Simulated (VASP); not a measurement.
VASP ran on this input.

POSCAR:
```
RuN
1
    2.8910569195    -0.0000000000     0.0000000000
   -1.4455284597     2.5037289481     0.0000000000
   -0.0000000000    -0.0000000000     5.2753977523
Ru N
2 2
Direct
  1.0000000000   0.0000000000   0.0000000000
  1.0000000000   0.0000000000   0.5000000000
  0.3333330000   0.6666670000   0.2500000000
  0.6666670000   0.3333330000   0.7500000000
```

File KPOINTS:
```
Regular mesh
0
Gamma
 14 14 7
0 0 0
```

INCAR:
```
# general
SYSTEM   =  RuN
PREC     =  Accurate
ENCUT    =  520
LREAL    =  F
LASPH    =  T

# electronic loop
EDIFF    =  1E-7
NELM     =  100
ALGO     =  Normal
LMAXMIX  =  4

# smearing
ISMEAR   =  -5

# functional
GGA      =  PS

# ions
ISIF     =  2

# output
LWAVE    =  F
LCHARG   =  T
LORBIT   =  11
NEDOS    =  601

# other
LEFG     =  T
```

POTCAR, in this order: Ru_pv N (PBE.64 set). Program: vasp_std.

**Question.** Write an equivalent input for Quantum ESPRESSO's pw.x.

**Answer.** One equivalent input (not run):
```
&CONTROL
  calculation = 'scf'
  pseudo_dir = './pseudo'
  outdir = './out'
  tprnfor = .true.
  tstress = .true.
/
&SYSTEM
  ibrav = 0
  nat = 4
  ntyp = 2
  ecutwfc = 84
  occupations = 'tetrahedra'
  input_dft = 'pbesol'
/
&ELECTRONS
  conv_thr = 7.3e-09
  electron_maxstep = 100
/
ATOMIC_SPECIES
  Ru 101.070 Ru.upf
  N 14.007 N.upf
CELL_PARAMETERS angstrom
     2.8910569   -0.0000000    0.0000000
    -1.4455285    2.5037289    0.0000000
    -0.0000000   -0.0000000    5.2753978
ATOMIC_POSITIONS crystal
  Ru   1.0000000  0.0000000  0.0000000
  Ru   1.0000000  0.0000000  0.5000000
  N    0.3333330  0.6666670  0.2500000
  N    0.6666670  0.3333330  0.7500000
K_POINTS automatic
  14 14 7 0 0 0
```
The two are equivalent in intent, not identical: the potentials are each code's own (VASP's PAW set, PseudoDojo norm-conserving files in pw.x), so ENCUT and ecutwfc are chosen apart and not converted; conv_thr bounds pw.x's estimated SCF error, while EDIFF bounds the energy change between steps; the field gradients of LEFG aren't asked of the other code.

The structure was generated: RuN was put into the NiAs type type (P6_3/mmc), which need not be its known phase. It was relaxed first, which changed the volume by -23 %.
